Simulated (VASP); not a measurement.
The system is Si4W.

```
CELL_PARAMETERS angstrom
4.45398 0.00000 0.00000
-2.22699 3.85726 0.00000
0.00000 0.00000 4.53140
ATOMIC_POSITIONS crystal
Si 0.33333 0.66667 0.81797
Si 0.33333 0.66667 0.18203
Si 0.66667 0.33333 0.18203
Si 0.66667 0.33333 0.81797
W 0.00000 0.00000 0.00000
```

The cell was built by a generator and needn't be a form met in nature.

| Property | Result |
| --- | --- |
| Program | VASP 6.6.1 |
| Task | relaxation of cell and atoms |
| Functional | PBE |
| Potentials or basis | VASP PAW PBE potentials, release 64 (Si, W_sv) |
| Cutoff | 600 eV |
| k mesh | 7 × 7 × 6 |
| Occupations | gaussian, width 0.05 eV |
| Spin | no spin polarisation |

At the start: pressure 54.6 GPa; volume 15.57 Å³/atom.

Problem. Where does the relaxation end?

Solution. Over 33 steps the energy falls by 2477.1 meV/atom and the volume is 15.33 Å³/atom (-1.6 %); space group P6/mmm (No. 191, to 0.05 Å).

The path:
| step | energy change (eV) | largest force (eV/Å) | pressure (GPa) | volume (Å³) |
| --- | --- | --- | --- | --- |
| 1 | 0.0000 | 26.6595 | 54.63 | 77.85 |
| 2 | 448.2900 | 702.3388 | 286.63 | 136.38 |
| 3 | -2.7990 | 20.1491 | 24.96 | 81.61 |
| 4 | -3.6182 | 18.8981 | 23.56 | 80.77 |
| 5 | -4.8736 | 17.0227 | 21.74 | 79.31 |
| 6 | -5.4391 | 16.0804 | 21.03 | 78.58 |
| 7 | -5.7060 | 15.6163 | 20.75 | 78.21 |
| 8 | -5.8355 | 15.3892 | 20.63 | 78.03 |
| 9 | -5.8994 | 15.2777 | 20.58 | 77.94 |
| 10 | -5.9311 | 15.2228 | 20.55 | 77.90 |
| 11 | -5.9468 | 15.1955 | 20.54 | 77.87 |
| 12 | -5.9547 | 15.1820 | 20.53 | 77.86 |
| 13 | -5.9587 | 15.1752 | 20.53 | 77.86 |
| 14 | -5.9606 | 15.1719 | 20.53 | 77.85 |
| 15 | -5.9616 | 15.1702 | 20.53 | 77.85 |
| 16 | -5.9621 | 15.1694 | 20.53 | 77.85 |
| 17 | -5.9623 | 15.1690 | 20.53 | 77.85 |
| 18 | -5.9625 | 15.1687 | 20.53 | 77.85 |
| 19 | -5.9625 | 15.1686 | 20.53 | 77.85 |
| 20 | -9.2386 | 3.6869 | 18.61 | 92.73 |
| 21 | -9.7379 | 2.8005 | 13.62 | 91.66 |
| 22 | -10.0849 | 2.2182 | 9.83 | 90.77 |
| 23 | -11.7320 | 1.0963 | -6.25 | 84.86 |
| 24 | -12.1952 | 0.2116 | -7.92 | 81.49 |
| 25 | -12.2000 | 0.1074 | -8.21 | 81.99 |
| 26 | -12.2021 | 0.0016 | -8.14 | 81.80 |
| 27 | -12.3480 | 0.4629 | 3.14 | 75.45 |
| 28 | -12.3612 | 0.3364 | 0.34 | 76.76 |
| 29 | -12.3769 | 0.2212 | 0.14 | 76.71 |
| 30 | -12.3808 | 0.1738 | -0.11 | 76.59 |
| 31 | -12.3853 | 0.0037 | -0.01 | 76.64 |
| 32 | -12.3853 | 0.0115 | -0.01 | 76.64 |
| 33 | -12.3853 | 0.0048 | 0.02 | 76.63 |

Final structure:
```
Si W
1.0
     4.24129    0.00000    0.00000
    -2.12065    3.67307    0.00000
     0.00000    0.00000    4.91892
Si W
4 1
Direct
  0.33333 0.66667 0.74676
  0.33333 0.66667 0.25324
  0.66667 0.33333 0.25324
  0.66667 0.33333 0.74676
  0.00000 0.00000 0.00000
```
